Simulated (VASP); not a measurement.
Input for VASP

### INCAR
```
AGGAC=0.0
ALGO=Normal
EDIFF=1E-6
EDIFFG=-0.01
ENCUT=520
GGA=MK
IBRION=2
ISIF=3
ISMEAR=1
LASPH=.TRUE.
LCHARG=.FALSE.
LMAXMIX=4
LREAL=.FALSE.
LUSE_VDW=.TRUE.
LWAVE=.FALSE.
NELM=100
NSW=60
PARAM1=0.1234568
PARAM2=0.7114
PREC=Accurate
SIGMA=0.1
SYSTEM=NiAl
ZAB_VDW=-1.8867
```

### KPOINTS
```
Automatic
0
G
  11 11 11
```

### POSCAR
```
NiAl
1.0
  2.8900000000   0.0000000000   0.0000000000
  0.0000000000   2.8900000000   0.0000000000
  0.0000000000   0.0000000000   2.8900000000
Al Ni
1 1
Direct
  0.5000000000   0.5000000000   0.5000000000
  0.0000000000   0.0000000000   0.0000000000
```

POTCAR, in this order: Al Ni (PBE.64 set). Program: vasp_std.

Write an equivalent input for Quantum ESPRESSO's pw.x.

One equivalent input (not run):
```
&CONTROL
  calculation = 'vc-relax'
  pseudo_dir = './pseudo'
  outdir = './out'
  tprnfor = .true.
  tstress = .true.
  nstep = 60
  forc_conv_thr = 0.00039
/
&SYSTEM
  ibrav = 0
  nat = 2
  ntyp = 2
  ecutwfc = 98
  occupations = 'smearing'
  smearing = 'methfessel-paxton'
  degauss = 0.00735
  input_dft = 'vdw-df2-b86r'
/
&ELECTRONS
  conv_thr = 7.3e-08
  electron_maxstep = 100
/
&IONS
/
&CELL
/
ATOMIC_SPECIES
  Al 26.982 Al.upf
  Ni 58.693 Ni.upf
CELL_PARAMETERS angstrom
     2.8900000    0.0000000    0.0000000
     0.0000000    2.8900000    0.0000000
     0.0000000    0.0000000    2.8900000
ATOMIC_POSITIONS crystal
  Al   0.5000000  0.5000000  0.5000000
  Ni   0.0000000  0.0000000  0.0000000
K_POINTS automatic
  11 11 11 0 0 0
```
What does not carry over: the potentials are each code's own (VASP's PAW set, PseudoDojo norm-conserving files in pw.x), so ENCUT and ecutwfc are chosen apart and not converted; conv_thr bounds pw.x's estimated SCF error, while EDIFF bounds the energy change between steps; forc_conv_thr acts on force components and is met together with etot_conv_thr.

The compound is NiAl in the CsCl type structure. This run relaxes it. Symmetry was kept, so distortions that lower it aren't found.
